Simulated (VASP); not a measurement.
The input files of a VASP run:

### KPOINTS
```
Automatic mesh
0
Gamma
11 11 11
0 0 0
```

**INCAR**
```
ALGO = Normal
EDIFF = 1E-6
ENCUT = 300
GGA = PE
ISIF = 2
ISMEAR = 0
LASPH = .TRUE.
LCHARG = .FALSE.
LMAXMIX = 4
LREAL = .FALSE.
LWAVE = .FALSE.
NELM = 100
PREC = Accurate
SIGMA = 0.136
SYSTEM = AlNi
```

POSCAR:
```
AlNi
1
    2.8668590000     0.0000000000     0.0000000000
    0.0000000000     2.8668590000     0.0000000000
    0.0000000000     0.0000000000     2.8668590000
Al Ni
1 1
Direct
  0.5000000000   0.5000000000   0.5000000000
  0.0000000000   0.0000000000   0.0000000000
```

POTCAR, in this order: Al Ni (PBE.64 set). Program: vasp_std.

Problem. Translate this PBE calculation to Ansatz.

Solution. One equivalent input (not run):
Ansatz 0.2 input:
```yaml
crystal:
  lattice:
    - [2.8668590, 0.0000000, 0.0000000]
    - [0.0000000, 2.8668590, 0.0000000]
    - [0.0000000, 0.0000000, 2.8668590]
  atoms:
    - { symbol: Al, position: [0.5000000, 0.5000000, 0.5000000] }
    - { symbol: Ni, position: [0.0000000, 0.0000000, 0.0000000] }
kpoints:
  mp_grid: { grid: [11, 11, 11] }
hamiltonian:
  xc: pbe
  pseudopotentials: { kind: paw }
scf:
  occupations: { method: gaussian, width: 0.136 }
  max_iter: 100
output: { forces: true, stress: true, eigenvalues: true }
```
What does not carry over: each code has its own PAW files, so the cut-off isn't converted (ENCUT is set for VASP's; basis.ecutwfc is left out, and Ansatz then takes the one that its files recommend); Ansatz stops its SCF on the density residual and VASP on the energy change (EDIFF).

The structure comes from a computed database's AlNi entry (Pm-3m); how it stands against other phases isn't given here. The cell was not relaxed at this level.
